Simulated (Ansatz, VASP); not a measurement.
# Ta26Co (Ta wire along [111], 3 atoms a period): VASP beside Ansatz, part 2 of 3

One calculation is typed for both programs; each brings its own data sets. How far apart do they land? Of the first pair: The structure shown is the start of the Ansatz relaxation below; VASP solves that cell, so the two are compared at the walk's first step.

VASP 6.6.1 and Ansatz 0.2.0.

So far: The starting structure; Ansatz: relaxation, PBE.

### 3. VASP: single point, PBE, start cell, pair 1

Level of this step: PBE, zero-moment start; plane waves and PAW (Ta_pv, Co) (VASP).

The same cell, functional, mesh and smearing now go to VASP, with its own data sets.

Lines of VASP's logs that name or quote its potential files are left out, and so is its time.

INCAR

```
SYSTEM = Ta26Co
PREC = Accurate
ENCUT = 520
EDIFF = 1E-06
NELM = 200
ISMEAR = -1
SIGMA = 0.1
LREAL = .FALSE.
ALGO = Normal
GGA = PE
NBANDS = 172
ISPIN = 2
MAGMOM = 0 0 0 0 0 0 0 0 -0 0 -0 -0 -0 -0 0 0 0 -0 -0 -0 -0 0 0 0 0 0 -0
LASPH = .TRUE.
LMAXMIX = 4
LORBIT = 11
LWAVE = .FALSE.
LCHARG = .FALSE.
ISIF = 2
GGA_COMPAT = .FALSE.
KPAR = 2
```

POSCAR

```
Ta26Co
1.0
    9.1480000000      0.0000000000      0.0000000000
    0.0000000000      9.5110000000      0.0000000000
    0.0000000000      0.0000000000     24.2333501969
Ta Co
26 1
Direct
    0.3803671841      0.3719903270      0.0000977991
    0.3803671841      0.6279853853      0.0369392590
    0.6108872978      0.4999878036      0.0740740750
    0.3803671841      0.3719903270      0.1112088910
    0.3803671841      0.6279853853      0.1480503509
    0.6108872978      0.4999878036      0.1851851669
    0.3803671841      0.3719903270      0.2223199828
    0.3803671841      0.6279853853      0.2591614840
    0.6108872978      0.4999878036      0.2962963000
    0.3803671841      0.3719903270      0.3334311160
    0.3803671841      0.6279853853      0.3702725759
    0.6108872978      0.4999878036      0.4074073919
    0.3803671841      0.3719903270      0.4445422078
    0.6108872978      0.4999878036      0.5185185250
    0.3803671841      0.3719903270      0.5556533410
    0.3803671841      0.6279853853      0.5924948009
    0.6108872978      0.4999878036      0.6296296169
    0.3803671841      0.3719903270      0.6667644328
    0.3803671841      0.6279853853      0.7036059340
    0.6108872978      0.4999878036      0.7407407500
    0.3803671841      0.3719903270      0.7778755660
    0.3803671841      0.6279853853      0.8147170259
    0.6108872978      0.4999878036      0.8518518419
    0.3803671841      0.3719903270      0.8889866578
    0.3803671841      0.6279853853      0.9258281590
    0.6108872978      0.4999878036      0.9629629750
    0.3803671841      0.6279853853      0.4813837090
```

KPOINTS

```
Automatic mesh
0
Gamma
1 1 2
0 0 0
```

The projector-augmented-wave data sets are Ta_pv and Co (PBE family, release 64).

Command:

```bash
> mpirun -np 4 vasp_std
```

Numbers of over 12 decimals in the logs are rounded to 6 here.

The log of the run:

```text
[banner, memory and clock lines left out]
running    4 mpi-ranks, on    1 nodes
 distrk:  each k-point on    2 cores,    2 groups
 distr:  one band on    1 cores,    2 groups

 POSCAR found type information on POSCAR TaCo
 POSCAR found :  2 types and      27 ions
|                                                                             |
|               ----> ADVICE to this user running VASP <----                  |
|                                                                             |
|     You have a (more or less) 'large supercell' and for larger cells it     |
|     might be more efficient to use real-space projection operators.         |
|     Therefore, try LREAL= Auto in the INCAR file.                           |
|     Mind: For very accurate calculation, you might also keep the            |
|     reciprocal projection scheme (i.e. LREAL=.FALSE.).                      |
|                                                                             |

 LDA part: xc-table for (Slater+PW92), standard interpolation
 POSCAR, INCAR and KPOINTS ok, starting setup
 FFT: planning ... GRIDC
 FFT: planning ... GRID_SOFT
 FFT: planning ... GRID
 WAVECAR not read
 entering main loop
       N       E                     dE             d eps       ncg     rms          rms(c)
DAV:   1     0.218121721260E+04    0.21812E+04   -0.15326E+05  1816   0.139E+03
DAV:   2    -0.834470003530E+02   -0.22647E+04   -0.22143E+04  1584   0.344E+02
DAV:   3    -0.266094821877E+03   -0.18265E+03   -0.17240E+03  1784   0.733E+01
DAV:   4    -0.283267403300E+03   -0.17173E+02   -0.16431E+02  1904   0.180E+01
DAV:   5    -0.284475538936E+03   -0.12081E+01   -0.11808E+01  1960   0.445E+00    0.628E+01
DAV:   6    -0.273436647631E+03    0.11039E+02   -0.25966E+02  1824   0.762E+01    0.513E+01
DAV:   7    -0.322956330445E+03   -0.49520E+02   -0.48437E+02  2088   0.580E+01    0.609E+01
DAV:   8    -0.278437136499E+03    0.44519E+02   -0.61758E+02  2008   0.355E+01    0.402E+01
DAV:   9    -0.262072362012E+03    0.16365E+02   -0.23277E+02  2016   0.320E+01    0.291E+01
DAV:  10    -0.252393457979E+03    0.96789E+01   -0.15382E+02  1992   0.283E+01    0.229E+01
DAV:  11    -0.250340724893E+03    0.20527E+01   -0.24684E+01  1936   0.153E+01    0.180E+01
DAV:  12    -0.249647773526E+03    0.69295E+00   -0.26712E+00  1776   0.383E+00    0.157E+01
DAV:  13    -0.249714163171E+03   -0.66390E-01   -0.34076E-01  2064   0.113E+00    0.157E+01
DAV:  14    -0.249712726465E+03    0.14367E-02   -0.20123E-02  1952   0.186E-01    0.157E+01
[...]
DAV:  63    -0.247919380931E+03   -0.96972E-05   -0.45366E-05  1720   0.178E-02    0.143E-02
DAV:  64    -0.247919379304E+03    0.16265E-05   -0.13449E-05  1656   0.115E-02    0.132E-02
DAV:  65    -0.247919385703E+03   -0.63992E-05   -0.10860E-05  1632   0.922E-03    0.105E-02
DAV:  66    -0.247919391920E+03   -0.62169E-05   -0.15722E-05  1696   0.101E-02    0.791E-03
DAV:  67    -0.247919395998E+03   -0.40779E-05   -0.78312E-06  1608   0.569E-03    0.760E-03
DAV:  68    -0.247919397806E+03   -0.18080E-05   -0.23235E-06  1224   0.403E-03    0.673E-03
DAV:  69    -0.247919399179E+03   -0.13728E-05   -0.22994E-06  1272   0.277E-03    0.588E-03
DAV:  70    -0.247919399797E+03   -0.61853E-06   -0.82598E-07   888   0.205E-03
   1 F= -.24791940E+03 E0= -.24717473E+03  d E =-.148933E+01  mag=     0.0137
```

From OUTCAR (step 3):

```text
ion  position               nearest neighbor table
   1  0.380  0.372  0.000-   2 2.59  26 2.60   4 2.69  24 2.69   3 3.02  25 3.03
   2  0.380  0.628  0.037-   1 2.59   3 2.60   5 2.69  25 2.69  26 3.02   4 3.03
   3  0.611  0.500  0.074-   4 2.60   2 2.60   6 2.69  26 2.69   1 3.02   5 3.02
   4  0.380  0.372  0.111-   5 2.59   3 2.60   7 2.69   1 2.69   6 3.02   2 3.03
   5  0.380  0.628  0.148-   4 2.59   6 2.60   2 2.69   8 2.69   3 3.02   7 3.03
   6  0.611  0.500  0.185-   7 2.60   5 2.60   3 2.69   9 2.69   4 3.02   8 3.02
   7  0.380  0.372  0.222-   8 2.59   6 2.60   4 2.69  10 2.69   9 3.02   5 3.03
   8  0.380  0.628  0.259-   7 2.59   9 2.60  11 2.69   5 2.69   6 3.02  10 3.03
   9  0.611  0.500  0.296-  10 2.60   8 2.60  12 2.69   6 2.69  11 3.02   7 3.02
  10  0.380  0.372  0.333-  11 2.59   9 2.60  13 2.69   7 2.69  12 3.02   8 3.03
  11  0.380  0.628  0.370-  10 2.59  12 2.60   8 2.69  27 2.69   9 3.02  13 3.03
  12  0.611  0.500  0.407-  13 2.60  11 2.60   9 2.69  14 2.69  10 3.02  27 3.02
  13  0.380  0.372  0.445-  27 2.59  12 2.60  10 2.69  15 2.69  14 3.02  11 3.03
  14  0.611  0.500  0.519-  15 2.60  27 2.60  17 2.69  12 2.69  16 3.02  13 3.02
  15  0.380  0.372  0.556-  16 2.59  14 2.60  18 2.69  13 2.69  17 3.02  27 3.03
  16  0.380  0.628  0.592-  15 2.59  17 2.60  27 2.69  19 2.69  14 3.02  18 3.03
  17  0.611  0.500  0.630-  18 2.60  16 2.60  14 2.69  20 2.69  15 3.02  19 3.02
  18  0.380  0.372  0.667-  19 2.59  17 2.60  15 2.69  21 2.69  20 3.02  16 3.03
  19  0.380  0.628  0.704-  18 2.59  20 2.60  22 2.69  16 2.69  17 3.02  21 3.03
  20  0.611  0.500  0.741-  21 2.60  19 2.60  23 2.69  17 2.69  22 3.02  18 3.02
  21  0.380  0.372  0.778-  22 2.59  20 2.60  24 2.69  18 2.69  23 3.02  19 3.03
  22  0.380  0.628  0.815-  21 2.59  23 2.60  19 2.69  25 2.69  20 3.02  24 3.03
  23  0.611  0.500  0.852-  24 2.60  22 2.60  20 2.69  26 2.69  21 3.02  25 3.02
  24  0.380  0.372  0.889-  25 2.59  23 2.60  21 2.69   1 2.69  26 3.02  22 3.03
  25  0.380  0.628  0.926-  24 2.59  26 2.60   2 2.69  22 2.69  23 3.02   1 3.03
  26  0.611  0.500  0.963-   1 2.60  25 2.60   3 2.69  23 2.69   2 3.02  24 3.02
  27  0.380  0.628  0.481-  13 2.59  14 2.60  16 2.69  11 2.69  12 3.02  15 3.03

  LATTYP: Found a simple orthorhombic cell.
 ALAT       =     9.1480000000
 B/A-ratio  =     1.0396808045
 C/A-ratio  =     2.6490325970

 Subroutine GETGRP returns: Found  1 space group operations
 (whereof  1 operations were pure point group operations)

The static configuration has the point symmetry C_1 .

 Found      2 irreducible k-points:

   k-points           NKPTS =      2   k-points in BZ     NKDIM =      2   number of bands    NBANDS=    172

   dimension x,y,z NGX =    70 NGY =   72 NGZ =  180
   dimension x,y,z NGXF=   140 NGYF=  144 NGZF=  360

   ENCUT  =  520.0 eV  38.22 Ry    6.18 a.u.  17.01 17.68 45.06*2*pi/ulx,y,z

   NELECT =     295.0000    total number of electrons

 k-points in reciprocal lattice and weights: Automatic mesh
   0.00000000  0.00000000  0.00000000       0.500
   0.00000000  0.00000000  0.50000000       0.500

 average (electrostatic) potential at core
       1 -43.8156       2 -43.8129       3 -43.8108       4 -43.8155       5 -43.8047
       6 -43.8100       7 -43.7980       8 -43.7962       9 -43.8227      10 -43.8336
      11 -44.0425      12 -43.8549      13 -44.2502      14 -44.2474      15 -43.8597
      16 -44.0411      17 -43.8327      18 -43.8203      19 -43.7957      20 -43.7960
      21 -43.8093      22 -43.8043      23 -43.8142      24 -43.8100      25 -43.8132
      26 -43.8159      27 -89.4207

 E-fermi :  -1.4307

 spin component 1
 k-point     1 :       0.0000    0.0000    0.0000
  band No.  band energies     occupation
    ...
    143      -1.6409      0.89105
    144      -1.5894      0.83012
    145      -1.5430      0.75455
    146      -1.4403      0.52397
    147      -1.4369      0.51541
    148      -1.4152      0.46124
    149      -1.3852      0.38818
    150      -1.3738      0.36139
    151      -1.3539      0.31679
    152      -1.2547      0.14678
    ...

 k-point     2 :       0.0000    0.0000    0.5000
  band No.  band energies     occupation
    ...
    145      -1.5550      0.77596
    146      -1.5261      0.72188
    147      -1.4993      0.66498
    148      -1.4919      0.64822
    149      -1.4321      0.50338
    150      -1.4193      0.47152
    151      -1.3152      0.23954
    152      -1.2586      0.15167
    153      -1.1181      0.04204
    154      -1.0967      0.03423
    ...

 spin component 2
 k-point     1 :       0.0000    0.0000    0.0000
  band No.  band energies     occupation
    ...
    143      -1.6404      0.89061
    144      -1.5888      0.82930
    145      -1.5427      0.75388
    146      -1.4398      0.52276
    147      -1.4363      0.51396
    148      -1.4145      0.45941
    149      -1.3847      0.38691
    150      -1.3729      0.35927
    151      -1.3535      0.31604
    152      -1.2542      0.14611
    ...

 k-point     2 :       0.0000    0.0000    0.5000
  band No.  band energies     occupation
    ...
    145      -1.5546      0.77528
    146      -1.5256      0.72086
    147      -1.4990      0.66427
    148      -1.4913      0.64700
    149      -1.4315      0.50182
    150      -1.4189      0.47044
    151      -1.3144      0.23803
    152      -1.2579      0.15084
    153      -1.1178      0.04191
    154      -1.0960      0.03399
    ...

  Total       -1.4838927     -2.9053983     -5.9160726      0.7347991     -0.0025737     -0.6405439
  in kB       -1.1275798     -2.2077529     -4.4955029      0.5583589     -0.0019557     -0.4867362
  external PRESSURE =      -2.6102785 kB  Pullay stress =       0.0000000 kB

  energy-cutoff  :      520.00
  volume of cell :     2108.46
      direct lattice vectors                 reciprocal lattice vectors
     9.148000000  0.000000000  0.000000000     0.109313511  0.000000000  0.000000000
     0.000000000  9.511000000  0.000000000     0.000000000  0.105141415  0.000000000
     0.000000000  0.000000000 24.233350197     0.000000000  0.000000000  0.041265446

 POSITION                                       TOTAL-FORCE (eV/Angst)
 -----------------------------------------------------------------------------------
      3.47960      3.53800      0.00237        -0.019180     -0.035505      0.009296
      3.47960      5.97277      0.89516        -0.051204      0.000733     -0.064047
      5.58840      4.75538      1.79506         0.020229      0.006469      0.022886
      3.47960      3.53800      2.69496        -0.046418      0.034526      0.016318
      3.47960      5.97277      3.58776         0.033660      0.023355      0.077936
      5.58840      4.75538      4.48766         0.044946     -0.052968     -0.016711
      3.47960      3.53800      5.38756         0.051468     -0.142113     -0.037248
      3.47960      5.97277      6.28035        -0.213837      0.192408      0.013166
      5.58840      4.75538      7.18025         0.067460      0.049438      0.232297
      3.47960      3.53800      8.08015        -0.068371      0.006262     -0.043952
      3.47960      5.97277      8.97295         0.259303     -0.045600      0.902348
      5.58840      4.75538      9.87285        -0.305340     -0.194400     -0.114747
      3.47960      3.53800     10.77275         0.237698      1.625706      0.528970
      5.58840      4.75538     12.56544        -1.516087      0.584451     -0.541340
      3.47960      3.53800     13.46534         0.329613      0.127977      0.132716
      3.47960      5.97277     14.35813        -0.079553     -0.233094     -0.916425
      5.58840      4.75538     15.25804         0.015215      0.056975      0.057153
      3.47960      3.53800     16.15794        -0.064120     -0.025415     -0.221841
      3.47960      5.97277     17.05073        -0.081369      0.287764     -0.035252
      5.58840      4.75538     17.95063         0.112881     -0.125447      0.058020
      3.47960      3.53800     18.85053         0.023114     -0.049848      0.027546
      3.47960      5.97277     19.74332        -0.052382     -0.023807     -0.109535
      5.58840      4.75538     20.64322         0.009598      0.048327     -0.013137
      3.47960      3.53800     21.54312        -0.015009     -0.001125     -0.005815
      3.47960      5.97277     22.43592         0.017648      0.037871      0.040956
      5.58840      4.75538     23.33582         0.046188     -0.005613      0.003357
      3.47960      5.97277     11.66554         1.243849     -2.147327     -0.002917
 -----------------------------------------------------------------------------------
    total drift:                                0.000671     -0.000510     -0.000232

  FREE ENERGIE OF THE ION-ELECTRON SYSTEM (eV)
  ---------------------------------------------------
  free  energy   TOTEN  =      -247.9193997973 eV

  energy  without entropy=     -246.4300652766  energy(sigma->0) =     -247.17473254

 total charge
# of ion       s       p       d       tot
------------------------------------------
    1        0.428   6.049   2.547   9.024
    2        0.427   6.049   2.548   9.024
    3        0.428   6.048   2.549   9.026
    4        0.426   6.050   2.547   9.023
    5        0.427   6.050   2.548   9.024
    6        0.429   6.048   2.550   9.026
    7        0.428   6.047   2.554   9.029
    8        0.430   6.048   2.550   9.027
    9        0.429   6.052   2.539   9.019
   10        0.429   6.055   2.538   9.021
   11        0.422   6.048   2.472   8.941
   12        0.428   6.041   2.540   9.008
   13        0.425   6.048   2.432   8.905
   14        0.425   6.047   2.435   8.907
   15        0.427   6.042   2.538   9.007
   16        0.422   6.048   2.472   8.941
   17        0.429   6.054   2.539   9.022
   18        0.428   6.052   2.538   9.018
   19        0.431   6.048   2.549   9.027
   20        0.429   6.046   2.555   9.030
   21        0.428   6.049   2.549   9.025
   22        0.427   6.050   2.548   9.024
   23        0.427   6.049   2.548   9.024
   24        0.427   6.049   2.548   9.025
   25        0.427   6.049   2.548   9.024
   26        0.429   6.048   2.548   9.025
   27        0.462   0.268   7.347   8.078
--------------------------------------------------
tot         11.573 157.530  73.176 242.279

 magnetization (x)
# of ion       s       p       d       tot
------------------------------------------
    1        0.000   0.000   0.000   0.000
    2        0.000   0.000   0.000   0.000
    3        0.000   0.000   0.000   0.000
    4        0.000   0.000   0.000   0.000
    5        0.000   0.000   0.000   0.000
    6        0.000   0.000  -0.000  -0.000
    7        0.000   0.000   0.001   0.001
    8        0.000   0.000   0.000   0.000
    9        0.000   0.000  -0.000  -0.000
   10        0.000   0.000   0.001   0.001
   11        0.000  -0.000  -0.000  -0.000
   12        0.000   0.000   0.000   0.000
   13        0.000   0.000   0.001   0.001
   14        0.000   0.000   0.000   0.000
   15        0.000   0.000   0.000   0.000
   16       -0.000  -0.000  -0.000  -0.000
   17        0.000  -0.000   0.000   0.000
   18       -0.000  -0.000  -0.000  -0.000
   19       -0.000  -0.000   0.000   0.000
   20       -0.000   0.000   0.000   0.000
   21       -0.000   0.000   0.000   0.000
   22       -0.000  -0.000   0.000   0.000
   23        0.000  -0.000   0.000   0.000
   24        0.000   0.000   0.000   0.000
   25        0.000   0.000   0.000   0.000
   26        0.000   0.000   0.000   0.000
   27       -0.000  -0.000  -0.001  -0.001
--------------------------------------------------
tot          0.000   0.000   0.004   0.005
```

This run allows spin, but its moments start at zero, where symmetry between the spins tends to hold them, although Co can carry a moment. Its electron count is odd, so without a moment it is a metal by construction.

### 4. Side by side

Known differences besides the potentials themselves: the data sets hold 355 valence electrons in Ansatz (on its default PAW (the set named soft_2) files) and 295 in VASP; the cutoff is 350 eV in Ansatz and 520 eV in VASP; Ansatz's log warns that its cutoff lies below the recommended one. Total energies have different zeros and are not compared.

Forces on 7 of the 27 atoms, those with the largest forces and the largest differences (eV/Å; atoms numbered as in POSCAR):

```tsv
atom	Ansatz x, y, z	VASP x, y, z
Ta11	0.262, -0.082, 0.826	0.259, -0.046, 0.902
Ta12	-0.271, -0.193, -0.093	-0.305, -0.194, -0.115
Ta13	0.245, 1.523, 0.462	0.238, 1.626, 0.529
Ta14	-1.428, 0.531, -0.475	-1.516, 0.584, -0.541
Ta15	0.311, 0.100, 0.115	0.330, 0.128, 0.133
Ta16	-0.052, -0.258, -0.843	-0.080, -0.233, -0.916
Co27	1.111, -1.922, -0.003	1.244, -2.147, -0.003
```

The forces differ by 38 meV/Å r.m.s., which is 9.0 % of the r.m.s. force of 0.424 eV/Å (both taken over all components). Moments aren't recorded for both runs of this pair, so they may hold unlike magnetic states.

(Part 2 of 3 ends here.)

[Lines on the potential files, build, host, timing and source positions are cut from VASP's logs without a mark.]

[Logs are printed without paths, hosts, clocks, repeated set-up lines and the standing remarks that a program may print on its own settings, such as how far it seeks lower states.]

[Hosts, paths, dates, database ids (printed as entryN), source tags and the programs' standing remarks are cut or masked in the printed files.]
